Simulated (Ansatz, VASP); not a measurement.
# Cross-check of Hf4CSNO2F (Hf2COF MXene under Hf2NOS MXene, AA') between VASP and Ansatz, part 2 of 2

Aim: how closely do two programs agree when they are given the same cell, functional and k mesh? The structure shown is the end of the Ansatz relaxation below.

VASP 6.6.1 and Ansatz 0.2.0.

So far: Starting point; Ansatz: relaxation, LDA.

## 3. VASP: single point, LDA

Level of this step: LDA, zero-moment start; plane waves and PAW (F, Hf_pv, C, O, S, N) (VASP).

The same cell, functional (in two slightly different forms), mesh and smearing now go to VASP, with its own data sets.

Lines of VASP's logs that name or quote its potential files are left out, and so is its time.

File INCAR:

```
SYSTEM = Hf4CSNO2F
PREC = Accurate
ENCUT = 520
EDIFF = 1E-06
NELM = 200
ISMEAR = -1
SIGMA = 0.05
LREAL = .FALSE.
ALGO = Normal
GGA = CA
NBANDS = 52
ISPIN = 2
MAGMOM = -0 0 0 0 0 -0 0 -0 -0 -0
LASPH = .TRUE.
LMAXMIX = 4
LORBIT = 11
LWAVE = .FALSE.
LCHARG = .FALSE.
ISIF = 2
LDIPOL = .TRUE.
IDIPOL = 3
DIPOL = 0.5 0.5 0.497
LVHAR = .TRUE.
GGA_COMPAT = .FALSE.
NELMDL = -8
KPAR = 2
```

File POSCAR:

```
Hf4CSNO2F
1.0
    3.2234171652      0.0000000000      0.0000000000
   -1.6117085826      2.7915611520      0.0000000000
    0.0000000000      0.0000000000     57.7583406479
F Hf C O S N
1 4 1 2 1 1
Direct
    0.3333333333      0.6666666667      0.3865552807
    0.6666666667      0.3333333333      0.4086781595
    0.3333333333      0.6666666667      0.4532714917
    0.6666666667      0.3333333333      0.5450129863
    0.0000000000      0.0000000000      0.5899146272
    0.0000000000      0.0000000000      0.4292038820
    0.6666666667      0.3333333333      0.4694426629
    0.6666666667      0.3333333333      0.6062273842
    0.0000000000      0.0000000000      0.5174639084
    0.3333333333      0.6666666667      0.5679893929
```

File KPOINTS:

```
Automatic mesh
0
Gamma
12 12 1
0 0 0
```

PAW data sets: F, Hf_pv, C, O, S and N (LDA family, release 64).

The run is started by

```console
$ mpirun -np 2 vasp_std
```

Numbers of over 12 decimals in the logs are rounded to 6 here.

The log of the run:

```text
[banner, memory and clock lines left out]
running    2 mpi-ranks, on    1 nodes
 distrk:  each k-point on    1 cores,    2 groups
 distr:  one band on    1 cores,    1 groups

 POSCAR found type information on POSCAR F HfC O S N
 POSCAR found :  6 types and      10 ions
 LDA part: xc-table for (Slater(with rela. corr.)+CA(PZ))
 , standard interpolation
|                                                                             |
|           W    W    AA    RRRRR   N    N  II  N    N   GGGG   !!!           |
|           W    W   A  A   R    R  NN   N  II  NN   N  G    G  !!!           |
|           W    W  A    A  R    R  N N  N  II  N N  N  G       !!!           |
|           W WW W  AAAAAA  RRRRR   N  N N  II  N  N N  G  GGG   !            |
|           WW  WW  A    A  R   R   N   NN  II  N   NN  G    G                |
|           W    W  A    A  R    R  N    N  II  N    N   GGGG   !!!           |
|                                                                             |
|     One of the lattice vectors is very long (>50 A), but AMIN is rather     |
|     large. This can spoil convergence since charge sloshing might occur     |
|     along the long lattice vector. If problems with convergence are         |
|     observed, try to decrease AMIN to a smaller value (e.g. 0.01).          |
|     Note: This warning only applies if the self-consistency cycle is        |
|     used.                                                                   |
|                                                                             |

 POSCAR, INCAR and KPOINTS ok, starting setup
 FFT: planning ... GRIDC
 FFT: planning ... GRID_SOFT
 FFT: planning ... GRID
 WAVECAR not read
 entering main loop
       N       E                     dE             d eps       ncg     rms          rms(c)
DAV:   1     0.539288373854E+03    0.53929E+03   -0.36003E+04  4864   0.114E+03
DAV:   2    -0.489037551763E+02   -0.58819E+03   -0.57185E+03  5216   0.293E+02
DAV:   3    -0.115232553633E+03   -0.66329E+02   -0.65396E+02  4800   0.895E+01
DAV:   4    -0.117371890158E+03   -0.21393E+01   -0.21281E+01  5136   0.171E+01
DAV:   5    -0.117423857241E+03   -0.51967E-01   -0.51885E-01  5152   0.255E+00
DAV:   6    -0.117425809870E+03   -0.19526E-02   -0.19515E-02  5192   0.510E-01
DAV:   7    -0.117425900600E+03   -0.90730E-04   -0.90707E-04  5176   0.100E-01
DAV:   8    -0.117425905389E+03   -0.47890E-05   -0.47882E-05  5096   0.233E-02    0.115E+02
DAV:   9    -0.103580041253E+03    0.13846E+02   -0.64236E+01  4468   0.313E+01    0.848E+01
DAV:  10    -0.106688402053E+03   -0.31084E+01   -0.28607E+01  5172   0.199E+01    0.111E+01
DAV:  11    -0.220799463628E+03   -0.11411E+03   -0.45617E+02  6404   0.383E+01    0.100E+02
DAV:  12    -0.108470503006E+03    0.11233E+03   -0.17863E+02  5360   0.260E+01    0.216E+01
DAV:  13    -0.103372560835E+03    0.50979E+01   -0.10832E+02  4952   0.159E+01    0.713E+00
DAV:  14    -0.103085958057E+03    0.28660E+00   -0.52275E+00  5064   0.714E+00    0.523E+00
[...]
DAV:  54    -0.102956715955E+03    0.77236E-04   -0.25223E-04  4576   0.545E-02    0.292E-01
DAV:  55    -0.102956684082E+03    0.31872E-04   -0.62251E-05  5036   0.288E-02    0.228E-01
DAV:  56    -0.102956676102E+03    0.79806E-05   -0.51581E-06  4872   0.710E-03    0.203E-01
DAV:  57    -0.102956659173E+03    0.16929E-04   -0.19365E-05  4540   0.166E-02    0.141E-01
DAV:  58    -0.102956647982E+03    0.11191E-04   -0.15414E-05  5040   0.142E-02    0.934E-02
DAV:  59    -0.102956644716E+03    0.32657E-05   -0.49909E-06  4640   0.785E-03    0.658E-02
DAV:  60    -0.102956642167E+03    0.25488E-05   -0.41649E-06  4320   0.722E-03    0.401E-02
DAV:  61    -0.102956641485E+03    0.68216E-06   -0.32861E-06  4536   0.590E-03
   1 F= -.10295664E+03 E0= -.10294217E+03  d E =-.289424E-01  mag=    -0.0003
```

OUTCAR, selected parts (step 3):

```text
ion  position               nearest neighbor table
   1  0.333  0.667  0.387-   2 2.26   2 2.26   2 2.26
   2  0.667  0.333  0.409-   6 2.21   6 2.21   6 2.21   1 2.26   1 2.26   1 2.26   3 3.18   3 3.18
                             3 3.18
   3  0.333  0.667  0.453-   7 2.08   7 2.08   7 2.08   6 2.32   6 2.32   6 2.32   2 3.18   2 3.18
                             2 3.18
   4  0.667  0.333  0.545-  10 2.29  10 2.29  10 2.29   9 2.45   9 2.45   9 2.45   5 3.19   5 3.19
                             5 3.19
   5  0.000  0.000  0.590-   8 2.09   8 2.09   8 2.09  10 2.25  10 2.25  10 2.25   4 3.19   4 3.19
                             4 3.19
   6  0.000  0.000  0.429-   2 2.21   2 2.21   2 2.21   3 2.32   3 2.32   3 2.32
   7  0.667  0.333  0.469-   3 2.08   3 2.08   3 2.08
   8  0.667  0.333  0.606-   5 2.09   5 2.09   5 2.09
   9  0.000  0.000  0.517-   4 2.45   4 2.45   4 2.45
  10  0.333  0.667  0.568-   5 2.25   5 2.25   5 2.25   4 2.29   4 2.29   4 2.29

  LATTYP: Found a hexagonal cell.
 ALAT       =     3.2234171652
 C/A-ratio  =    17.9183573481

 Subroutine GETGRP returns: Found  6 space group operations
 (whereof  6 operations were pure point group operations)

The static configuration has the point symmetry C_3v.

 Found     19 irreducible k-points:

   k-points           NKPTS =     19   k-points in BZ     NKDIM =     19   number of bands    NBANDS=     52

   dimension x,y,z NGX =    24 NGY =   24 NGZ =  432
   dimension x,y,z NGXF=    48 NGYF=   48 NGZF=  864

   ENCUT  =  520.0 eV  38.22 Ry    6.18 a.u.   5.99  5.99107.39*2*pi/ulx,y,z

   NELECT =      74.0000    total number of electrons

 k-points in reciprocal lattice and weights: Automatic mesh
   0.00000000  0.00000000  0.00000000       0.007
   0.08333333  0.00000000  0.00000000       0.042
   0.16666667  0.00000000  0.00000000       0.042
   0.25000000  0.00000000  0.00000000       0.042
   0.33333333  0.00000000  0.00000000       0.042
   0.41666667  0.00000000  0.00000000       0.042
   0.50000000  0.00000000  0.00000000       0.021
   0.08333333  0.08333333  0.00000000       0.042
   0.16666667  0.08333333  0.00000000       0.083
[...]
0.33333333  0.25000000  0.00000000       0.083
   0.33333333  0.33333333  0.00000000       0.014

 dipolmoment           0.000000      0.000000      0.072298 electrons x Angstroem

 average (electrostatic) potential at core
       1 -84.0184       2 -44.8797       3 -44.3887       4 -44.0300       5 -45.1245
       6 -60.0374       7 -78.4691       8 -78.9866       9 -93.0787      10 -70.8818

 E-fermi :  -1.5450

 spin component 1
 k-point     1 :       0.0000    0.0000    0.0000
  band No.  band energies     occupation
    ...
     32      -4.1944      1.00000
     33      -3.9302      1.00000
     34      -3.9302      1.00000
     35      -2.4214      1.00000
     36      -2.4214      1.00000
     37      -0.8681      0.00000
     38      -0.7927      0.00000
     39      -0.7927      0.00000
     40      -0.6832      0.00000
     41      -0.6832      0.00000
    ...

 k-point     2 :       0.0833    0.0000    0.0000
  band No.  band energies     occupation
    ...
     32      -4.2579      1.00000
     33      -4.1762      1.00000
     34      -4.0038      1.00000
     35      -2.8700      1.00000
     36      -2.5995      1.00000
     37      -1.0958      0.00013
     38      -1.0480      0.00005
     39      -0.5554      0.00000
     40      -0.4977      0.00000
     41      -0.4808      0.00000
    ...

 k-point     3 :       0.1667    0.0000    0.0000
  band No.  band energies     occupation
    ...
     33      -4.4633      1.00000
     34      -4.1652      1.00000
     35      -3.4601      1.00000
     36      -2.8635      1.00000
     37      -1.5869      0.69808
     38      -1.4593      0.15265
     39      -0.2681      0.00000
     40      -0.1655      0.00000
     41      -0.0231      0.00000
     42       0.0469      0.00000
    ...

 k-point     4 :       0.2500    0.0000    0.0000
  band No.  band energies     occupation
    ...
     34      -4.2972      1.00000
     35      -4.0291      1.00000
     36      -3.0439      1.00000
     37      -2.0652      0.99997
     38      -1.8451      0.99753
     39      -0.1123      0.00000
     40       0.3040      0.00000
     41       0.4827      0.00000
     42       0.6461      0.00000
     43       0.8140      0.00000
    ...

 k-point     5 :       0.3333    0.0000    0.0000
  band No.  band energies     occupation
    ...
     34      -4.3278      1.00000
     35      -4.3163      1.00000
     36      -3.1560      1.00000
     37      -2.4368      1.00000
     38      -2.0973      0.99998
     39       0.3726      0.00000
     40       0.4504      0.00000
     41       1.0675      0.00000
     42       1.1380      0.00000
     43       1.3213      0.00000
    ...

 k-point     6 :       0.4167    0.0000    0.0000
  band No.  band energies     occupation
    ...
     34      -4.3169      1.00000
     35      -4.2867      1.00000
     36      -3.2162      1.00000
     37      -2.6459      1.00000
     38      -2.2063      1.00000
     39       0.3145      0.00000
     40       0.9101      0.00000
     41       1.3868      0.00000
     42       1.4250      0.00000
     43       2.0215      0.00000
    ...

  Total       -0.8459295     -0.8459295     -0.8086523     -0.0000000      0.0000000     -0.0000000
  in kB       -2.6077525     -2.6077525     -2.4928380     -0.0000000      0.0000000     -0.0000000
  external PRESSURE =      -2.5694477 kB  Pullay stress =       0.0000000 kB

  energy-cutoff  :      520.00
  volume of cell :      519.73
      direct lattice vectors                 reciprocal lattice vectors
     3.223417165  0.000000000  0.000000000     0.310229781  0.179111247  0.000000000
    -1.611708583  2.791561152  0.000000000     0.000000000  0.358222495  0.000000000
     0.000000000  0.000000000 57.758340648     0.000000000  0.000000000  0.017313517

 POSITION                                       TOTAL-FORCE (eV/Angst)
 -----------------------------------------------------------------------------------
     -0.00000      1.86104     22.32679        -0.000000      0.000000      0.132615
      1.61171      0.93052     23.60457         0.000000      0.000000     -0.105123
     -0.00000      1.86104     26.18021         0.000000     -0.000000      0.087526
      1.61171      0.93052     31.47905        -0.000000     -0.000000      0.003638
      0.00000      0.00000     34.07249        -0.000000      0.000000      0.077395
      0.00000      0.00000     24.79010        -0.000000      0.000000      0.010829
      1.61171      0.93052     27.11423        -0.000000      0.000000     -0.128387
      1.61171      0.93052     35.01469         0.000000     -0.000000     -0.147648
      0.00000      0.00000     29.88786         0.000000      0.000000      0.033484
     -0.00000      1.86104     32.80612         0.000000     -0.000000      0.035672
 -----------------------------------------------------------------------------------
    total drift:                                0.000000      0.000000     -0.000248

  FREE ENERGIE OF THE ION-ELECTRON SYSTEM (eV)
  ---------------------------------------------------
  free  energy   TOTEN  =      -102.9566414849 eV

  energy  without entropy=     -102.9276990514  energy(sigma->0) =     -102.94217027

 vacuum level on the upper side and lower side of the slab         3.286         1.834

 total charge
# of ion       s       p       d       tot
------------------------------------------
    1        1.729   4.339   0.000   6.068
    2        0.320   6.530   1.776   8.626
    3        0.319   6.674   1.672   8.665
    4        0.323   6.619   1.797   8.739
    5        0.317   6.652   1.664   8.633
    6        0.862   1.588   0.000   2.450
    7        1.558   3.478   0.000   5.036
    8        1.554   3.486   0.000   5.041
    9        1.354   2.422   0.000   3.777
   10        1.228   2.472   0.000   3.700
--------------------------------------------------
tot          9.563  44.261   6.909  60.734

 magnetization (x)
# of ion       s       p       d       tot
------------------------------------------
    1        0.000   0.000   0.000   0.000
    2       -0.000  -0.000  -0.000  -0.000
    3       -0.000  -0.000  -0.000  -0.000
    4       -0.000  -0.000  -0.000  -0.000
    5       -0.000  -0.000  -0.000  -0.000
    6        0.000   0.000   0.000   0.000
    7        0.000   0.000   0.000   0.000
    8        0.000   0.000   0.000   0.000
    9        0.000  -0.000   0.000  -0.000
   10       -0.000  -0.000   0.000  -0.000
--------------------------------------------------
tot          0.000   0.000  -0.000  -0.000

[... 5 further parts left out ...]
```

## 4. Differences

Known differences besides the potentials themselves: the two LDA forms differ slightly; Ansatz cuts the interaction across the vacuum, VASP repeats the sheet with a dipole correction; the data sets hold 138 valence electrons in Ansatz (on its default PAW (the set named soft_2) files) and 74 in VASP; the cutoff is 420 eV in Ansatz and 520 eV in VASP; VASP's log shows a relativistic correction to its local exchange, Ansatz's none. Total energies have different zeros and are not compared.

Forces (eV/Å; atoms numbered as in POSCAR):

```
atom        Ansatz x, y, z          VASP x, y, z
  F1   0.000, 0.000, 0.003   0.000, 0.000, 0.133
 Hf2  0.000, 0.000, -0.004  0.000, 0.000, -0.105
 Hf3   0.000, 0.000, 0.002   0.000, 0.000, 0.088
 Hf4  0.000, 0.000, -0.002   0.000, 0.000, 0.004
 Hf5   0.000, 0.000, 0.001   0.000, 0.000, 0.077
  C6  0.000, 0.000, -0.001   0.000, 0.000, 0.011
  O7   0.000, 0.000, 0.000  0.000, 0.000, -0.128
  O8   0.000, 0.000, 0.000  0.000, 0.000, -0.148
  S9   0.000, 0.000, 0.001   0.000, 0.000, 0.033
 N10   0.000, 0.000, 0.000   0.000, 0.000, 0.036
```

The forces differ by 52 meV/Å r.m.s., where the r.m.s. force is 0.001 eV/Å in Ansatz and 0.053 eV/Å in VASP: the atoms lie near their places of rest in Ansatz, so a percentage would say little (all taken over all components). VASP's last cycles still show a density residual of 4e-03, so its state may not be settled. With vacuum in the cell, a pressure given here is an average over mostly empty space and none of the material.

## 5. Results

| Quantity | Value |
| --- | --- |
| r.m.s. force difference (single point, LDA) | 52 meV/Å |

In words: The r.m.s. force difference is 52 meV/Å (single point, LDA), beyond the 12 meV/Å picked in this series as the mark of a large difference. The data sets hold unlike numbers of valence electrons (138 in Ansatz and 74 in VASP), so part of the differences comes from the potentials. What causes the difference of the single point, LDA pair stays open here. VASP runs on this material, other cells of it included, that failed, so that no pair exists: single point, LDA (timeout). Such differences can come from data sets, numerical settings and the points named under the comparisons, not from the functional's error against experiment.

[Lines on the potential files, build, host, timing and source positions are cut from VASP's logs without a mark.]

[Logs are printed without paths, hosts, clocks, repeated set-up lines and the standing remarks that a program may print on its own settings, such as how far it seeks lower states.]

[Hosts, paths, dates, database ids (printed as entryN), source tags and the programs' standing remarks are cut or masked in the printed files.]
